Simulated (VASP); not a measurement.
Crystal: Ba2Tl5V3O12.

```
Ba V Tl O
1.0
    10.97457    0.00000    0.00000
     0.00000   10.97457    0.00000
     0.00000    0.00000    6.60400
Ba V Tl O
2 3 5 12
Direct
  0.00000 0.50000 0.00000
  0.50000 0.00000 0.00000
  0.50000 0.50000 0.00000
  0.50000 0.00000 0.50000
  0.00000 0.50000 0.50000
  0.50000 0.50000 0.50000
  0.71260 0.28740 0.40228
  0.28740 0.71260 0.40228
  0.71260 0.71260 0.59772
  0.28740 0.28740 0.59772
  0.41064 0.58936 0.15770
  0.58936 0.41064 0.15770
  0.58936 0.58936 0.84230
  0.41064 0.41064 0.84230
  0.58661 0.08570 0.33378
  0.41339 0.08570 0.66622
  0.58661 0.91430 0.66622
  0.41339 0.91430 0.33378
  0.08570 0.58661 0.33378
  0.08570 0.41339 0.66622
  0.91430 0.58661 0.66622
  0.91430 0.41339 0.33378
```

The cell was built by a generator and needn't be a form met in nature.

Base run:

| Quantity | Value |
| --- | --- |
| Program | VASP 6.6.1 |
| Functional | PBE |
| Dispersion | TS |
| Potentials or basis | VASP PAW PBE potentials, release 64 (Ba_sv, V_sv, Tl_d, O) |
| Cutoff | 520 eV |
| k mesh | 3 × 3 × 4 |
| Occupations | fermi-dirac, width 0.05 eV |
| Spin | collinear spin, ferromagnetic start |
| Starting moments | [0.0, 0.0, 2.0, 2.0, 2.0, 0.0, 0.0, 0.0, 0.0, 0.0, 0.0, 0.0, 0.0, 0.0, 0.0, 0.0, 0.0, 0.0, 0.0, 0.0, 0.0, 0.0] μB |

Its results: band gap on the k mesh 2.57 eV, indirect (least direct gap 2.63 eV); pressure -0.3 GPa; net moment 0.00 μB per cell; largest force 0.216 eV/Å.

Task: The run is repeated on the same cell with these changes: dispersion from TS to none. What comes out?

Result: Band gap on the k mesh 2.57 eV, indirect (least direct gap 2.63 eV); pressure 0.4 GPa; net moment 0.00 μB per cell; largest force 0.210 eV/Å.

Dispersion adds attraction, which lowers the pressure at fixed volume.

Caveats: spin-orbit coupling is left out, which as a rule narrows the gap of such compounds by several tenths of an eV; an odd mesh through Γ misses points on the zone boundary, where band edges often lie.
